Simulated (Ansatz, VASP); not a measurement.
## FePb: VASP beside Ansatz

INCAR

```
PREC = Accurate ; ENCUT = 520
EDIFF = 1E-7 ; ISMEAR = 0
SIGMA = 0.1 ; LREAL = False
LASPH = True ; NELM = 150
ALGO = Normal ; ISIF = 2
LWAVE = False ; LCHARG = False
ISPIN = 2 ; MAGMOM = 3 0
LORBIT = 11 ; LMAXMIX = 4
GGA = PE ; NBANDS = 22
```

KPOINTS

```
Automatic mesh
0
Gamma
  6 6 6
```

File POSCAR:

```
FePb
1.0
    3.3846257580      0.0000000000      0.0000000000
    0.0000000000      3.3846257580      0.0000000000
    0.0000000000      0.0000000000      3.3846257580
Fe Pb
1 1
Direct
    0.0000000000      0.0000000000      0.0000000000
    0.5000000000      0.5000000000      0.5000000000
```

Input for Ansatz:

```yaml
crystal:
  lattice:
    - [3.384625758, 0.0, 0.0]
    - [0.0, 3.384625758, 0.0]
    - [0.0, 0.0, 3.384625758]
  atoms:
    - { symbol: Fe, position: [0.0, 0.0, 0.0], spin: 3.0 }
    - { symbol: Pb, position: [0.5, 0.5, 0.5] }
basis:
  ecutwfc: 420
kpoints:
  mp_grid: { grid: [6, 6, 6] }
hamiltonian:
  xc: pbe
scf:
  occupations: { method: gaussian, width: 0.1 }
  lower_state_search: "off"
output:
  forces: true
  stress: true
  eigenvalues: true
  populations: true
magnetization:
  spin_polarized: true
```

The cell was built by a generator and needn't be a form met in nature.

Alike in both runs: task single point; functional PBE; k mesh 6 × 6 × 6; occupations gaussian, width 0.1 eV; collinear spin.

|  | VASP | Ansatz |
| --- | --- | --- |
| version | VASP 6.6.1 | Ansatz 0.2.0 |
| potentials or method | VASP PAW PBE potentials, release 64 (Fe, Pb_d) | scalar-relativistic, plane waves, PAW |
| plane-wave cutoff (eV) | 520 | 420 |
| valence electrons in the cell | 22 | 30 |

VASP gave:

| Item | Value |
| --- | --- |
| gap on the k mesh at the Fermi level (eV) | none |
| pressure (GPa) | 1.6 |
| net moment per atom (μB) | 1.35 |
| size of the moment on the site where the two differ most (μB) | 2.74 |

Problem. Which values does Ansatz return?

Solution. gap on the k mesh at the Fermi level (eV): none; pressure (GPa): 1.7; net moment per atom (μB): 1.36; size of the moment on the site where the two differ most (μB): 2.79.

Site moments also hang on the region over which each program counts them. A gap of «none» marks a metal or a gap that the smearing closes. The two sets of potentials don't hold the same shells in valence.

Spin-orbit coupling is left out, which matters for the levels of Pb.
